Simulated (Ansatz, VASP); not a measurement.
# Cross-check of TiB2 between VASP and Ansatz, part 2 of 2

One calculation is typed for both programs; each brings its own data sets. How far apart do they land? The cell is taken from a series of runs on this material, whose earlier steps may have relaxed, scaled, displaced or heated it; both programs get it as it stands.

VASP 6.6.1 and Ansatz 0.2.0.

So far: Starting point; VASP: zone-centre phonons, PBEsol.

## 3. Ansatz: zone-centre phonons, PBEsol

Level of this step: Ansatz beside VASP: Kohn-Sham DFT, plane waves, PBEsol (Ansatz).

Ansatz runs on its PAW soft_1 files.

The same cell, functional, mesh and smearing now go to Ansatz, which takes its cutoff from its data sets.

Contents of input.yaml:

```yaml
crystal:
  lattice:
    - [2.9447090013, 0.0, 0.0]
    - [-1.4723545007, 2.5501928019, 0.0]
    - [0.0, 0.0, 3.0759842648]
  atoms:
    - { symbol: B, position: [0.3333333333, 0.6666666667, 0.5] }
    - { symbol: B, position: [0.6666666667, 0.3333333333, 0.5] }
    - { symbol: Ti, position: [0.0, 0.0, 0.0] }
kpoints:
  mp_grid: { grid: [15, 15, 16] }
hamiltonian:
  xc: pbesol
  pseudopotentials: { kind: paw, azcp: { folder: soft_1 }, xc_functional: pbe }
scf:
  occupations: { method: methfessel_paxton, width: 0.2 }
output:
  eigenvalues: true
phonons:
  method: dfpt
```

The run is started by

```sh
$ ansatz run input.yaml --threads 4 --pin off --max-ram 10240MiB --backend cpu --events-out ev --progress --plain --runs-dir out
```

Numbers of over 12 decimals in the logs are rounded to 6 here.

What it wrote:

```text
zone centre: on kpoints.mp_grid the ground state, and the responses unless they are solved on pairs of k-points, stand on 576 of the mesh's 3600 k-points, reduced under 4 symmetry operations, with k and −k counted as one. Each operation leaves every solved displacement unchanged or reverses it
Engine: ansatz 0.2.0, x86_64-unknown-linux-gnu
Pseudopotentials: kind: paw
Pseudopotential: B, paw, valence charge 3, recommended cutoff 420 eV (normal), soft_1/B.paw.azcp
Pseudopotential: Ti, paw, valence charge 12, recommended cutoff 420 eV (normal), soft_1/Ti.paw.azcp
Functional definition: PBEsol
  exchange = pbesol_x
  correlation = pbesol_c
Crystal: 3 atoms, lattice volume = 23.099 Å³
Basis set: ecut = 420 eV, 431 PW (Γ), exchange–correlation on 40×40×48 points (8 copies of the dense FFT grid, shifted against one another)
Bands: 13, of which v1, the nominal top of the filled ones, is band 9 counted from 1 (8 counted from 0)
Symmetry: 24 space group operations
k-points: 576 of 3600 (irreducible under 4 space group operations, time reversal used)
Non-local potential: B, projectors of the file, l = 0: 2, l = 1: 2, l = 2: 1
Non-local potential: Ti, projectors of the file, l = 0: 3, l = 1: 2, l = 2: 3, l = 3: 1
PAW form: soft (Blöchl's): semilocal exchange-correlation on the pseudo side does not see the compensation charge
PAW frozen core: B, regenerated for the run's functional, and the local potential with it (the file was generated under x = pbe(κ = 0.804, μ = 0.219515), c = pbe(β = 0.066725))
PAW frozen core: Ti, regenerated for the run's functional, and the local potential with it (the file was generated under x = pbe(κ = 0.804, μ = 0.219515), c = pbe(β = 0.066725))
PAW one-centre angular grid: B, 110 points (default); XC on 64 Gauss nodes
PAW one-centre angular grid: Ti, 590 points (default); XC on 64 Gauss nodes
Initial density: superposition of atomic densities (chi_scale 0.1, normalization cell, long waves kept (reshape's long-wave potential 0.00 eV rms))
Initial wavefunctions: pseudopotential atomic-orbital guess
Functional: x = pbesol(κ = 0.804, μ = 0.123457), c = pbesol(β = 0.046)
SCF iter   1: F=—  HF=-2783.771610 eV  |F-HF|=—  |Δ(HF+E_count)|=         —  Δρ=1.17e-1  dr2=4.84e0  ethr=3.10e-3  ⟨swp⟩=4.7  Hψ=35735  notcnv=0
preconditioner: auto → none  [metal: Δε(μ)=0.030 eV  Ē_g=10.200 eV  σ=0.200 eV  W_gap=0.13  n_scr=8 (ndim 8)  ℏωp=24.4 eV  f_vac=0.000  D(μ)=0.38/eV (n_scr^D=0)  sad-step TF]
SCF iter   2: F=—  HF=-2783.100422 eV  |F-HF|=—  |Δ(HF+E_count)|=   6.71e-1  S|Δr|=    0.00e0  Δρ=7.90e-2  dr2=2.36e0  ethr=3.10e-3  ⟨swp⟩=2.0  Hψ=14321  notcnv=0
SCF iter   3: F=—  HF=-2782.477239 eV  |F-HF|=—  |Δ(HF+E_count)|=   6.23e-1  S|Δr|=    0.00e0  Δρ=7.84e-3  dr2=1.37e-2  ethr=3.10e-3  ⟨swp⟩=3.4  Hψ=15505  notcnv=0
SCF iter   4: F=—  HF=-2782.477678 eV  |F-HF|=—  |Δ(HF+E_count)|=   4.39e-4  S|Δr|=    0.00e0  Δρ=1.11e-3  dr2=2.30e-4  ethr=7.61e-5  ⟨swp⟩=1.7  Hψ=13223  notcnv=0
SCF iter   5: F=—  HF=-2782.477725 eV  |F-HF|=—  |Δ(HF+E_count)|=   4.77e-5  S|Δr|=    0.00e0  Δρ=3.23e-4  dr2=3.53e-5  ethr=1.28e-6  ⟨swp⟩=2.1  Hψ=10636  notcnv=0
SCF iter   6: F=—  HF=-2782.477718 eV  |F-HF|=—  |Δ(HF+E_count)|=   7.46e-6  S|Δr|=    0.00e0  Δρ=8.60e-5  dr2=1.97e-6  ethr=1.96e-7  ⟨swp⟩=2.6  Hψ=11513  notcnv=0
SCF iter   7: F=—  HF=-2782.477719 eV  |F-HF|=—  |Δ(HF+E_count)|=   8.36e-7  S|Δr|=    0.00e0  Δρ=9.03e-6  dr2=2.55e-8  ethr=1.09e-8  ⟨swp⟩=2.5  Hψ=10402  notcnv=0
SCF iter   8: F=—  HF=-2782.477719 eV  |F-HF|=—  |Δ(HF+E_count)|=   5.67e-9  S|Δr|=    0.00e0  Δρ=2.72e-7  dr2=7.01e-12  ethr=1.00e-12  ⟨swp⟩=4.8  Hψ=37090  notcnv=0
SCF iter   9: F=-2782.477719 eV  HF=-2782.477719 eV  |F-HF|=9.09e-13  |Δ(HF+E_count)|=  2.27e-12  S|Δr|=    0.00e0  Δρ=4.54e-8  dr2=2.03e-13  ethr=1.00e-12  ⟨swp⟩=4.7  Hψ=26146  notcnv=0
SCF 1 converged in 9 iterations: F = -2782.477719 eV  dr2 = 2.03e-13
  greatest PAW one-centre occupation: 0.998 electrons in one spin orbital (limit 2), on the Ti atom at site 2 (counted from 0), in its partial waves of l = 0
DFPT response loops at Γ: preconditioner auto → Kerker (q_TF=auto, 2.617 Å⁻¹) (partly filled bands, converged f_vac=0.000); β = 1.00, the filter's whole step (`scf.mixing.beta` (0.50) is not read by the response loops under this deck's `scf.mixing.preconditioner`; to damp them name `kerker` or `kerker_dos`, under which they read `scf.mixing.beta`, and type it under 1.00, their step now; both keys bind the ground state too); Broyden in place of MSR1
SCF converged after 9 iterations
Stability not checked: this state was not tested for a lower state beside it, because cold or Methfessel-Paxton smearing, or corrected tetrahedra, fill the levels in a way that the test cannot read (fill_not_monotonic; see scf.lower_state_search)
Free energy (F): -2782.477719 eV
Harris-Foulkes:  -2782.477719 eV  (|F-HF|=9.09e-13)
Internal energy: -2782.477818 eV  (E = F + TS)
E sigma→0 (E₀):  -2782.477744 eV
Entropy (-TS):   0.000100 eV (0.033 meV/atom)
Fermi energy:    16.790627 eV
--- Per-component energies (eV) ---
  E_band       = -63.995674
  E_kinetic    = 392.000170
  E_local      = -780.238750  (includes V_loc(G=0)·N_el)
  E_nonlocal   = 78.098225
  E_hartree    = 327.650935
  E_xc         = -186.159422
  E_vxc        = -229.504863  (∫ρ·V_xc dr)
  E_paw        = -1168.125937  (= ΣΔE_a)
  E_vpaw       = -179.652275  (= ΣTr[D̂ρ^β])
  E_aug_tail   = -0.000056  (compensation charges beyond the density's cutoff)
  E_ewald      = -1445.871791
  E_core_change = 0.168806  (= ΣΔE_core)
  E_smearing   = 0.000100  (= −TS)
  E_closure    = -0.000000  (closes the sum)
  Σ components = -2782.477719   (vs F -2782.477719, Δ=0.00e0)
--- Band table (eV; the first three rows and the last of 576) ---
  k-point 0: bands = [... 5 lower, 13.7839, 13.7839, 14.3919, 14.6863, 19.0052, 19.0052, 21.1069, 21.1069]
  k-point 1: bands = [... 5 lower, 13.6996, 13.8311, 13.8311, 15.3289, 18.8181, 18.8181, 20.9949, 20.9949]
  k-point 2: bands = [... 5 lower, 12.8392, 13.9720, 13.9720, 16.0521, 18.3778, 18.3778, 20.6742, 20.6742]
  k-point 575: bands = [... 5 lower, 9.6097, 11.4015, 12.2024, 13.8885, 19.6680, 20.1485, 21.0816, 22.1516]
--- Phonons (Γ-DFPT): 4 representative perturbations + reference, on 576 of 3600 k-points (Σ response iterations 12) ---
  k mesh reduced under 4 symmetry operations, with k and −k counted as one. Each operation leaves every solved displacement unchanged or reverses it
  ASR residual: 9.128e-6 → 0.000e0 eV/Å²; symmetrization residual: 6.559e-7 eV/Å²
  ASR residual per site (eV/Å²): 4.10e-6 4.10e-6 9.13e-6
  Γ frequencies (cm⁻¹): 0.00 0.00 0.00 590.97 590.97 604.13 612.79 996.39 996.39
  non-analytic LO–TO correction: not included (Born effective charges unavailable; polar crystals: no LO–TO splitting at Γ)
```

## 4. Side by side

Known differences besides the potentials themselves: the cutoff is 420 eV in Ansatz and 500 eV in VASP; Ansatz makes its cores anew for this functional, VASP keeps those of its PBE data sets. Total energies have different zeros and are not compared.

The two programs side by side:

| quantity | Ansatz | VASP | difference |
| --- | --- | --- | --- |
| optical mode 1 to 2 (cm⁻¹) | 591.0 | 590.9 | +0.01 % |
| optical mode 3 (cm⁻¹) | 604.1 | 603.6 | +0.08 % |
| optical mode 4 (cm⁻¹) | 612.8 | 614.2 | -0.22 % |
| optical mode 5 to 6 (cm⁻¹) | 996.4 | 1000.6 | -0.42 % |

Modes are paired by rising frequency, not by their patterns, so a pair may set unlike modes beside each other; they are those without the splitting of longitudinal modes.

## 5. What came out

| Property | Result |
| --- | --- |
| r.m.s. difference of the optical zone-centre modes, each program's sorted by frequency (zone-centre phonons, PBEsol) | 2.5 cm⁻¹ |

**Reading.** The r.m.s. difference of the optical zone-centre modes, each program's sorted by frequency is 2.5 cm⁻¹ (zone-centre phonons, PBEsol). Such differences can come from data sets, numerical settings and the points named under the comparisons, not from the functional's error against experiment.

[Lines on the potential files, build, host, timing and source positions are cut from VASP's logs without a mark.]

[Logs are printed without paths, hosts, clocks, repeated set-up lines and the standing remarks that a program may print on its own settings, such as how far it seeks lower states.]

[Hosts, paths, dates, database ids (printed as entryN), source tags and the programs' standing remarks are cut or masked in the printed files.]
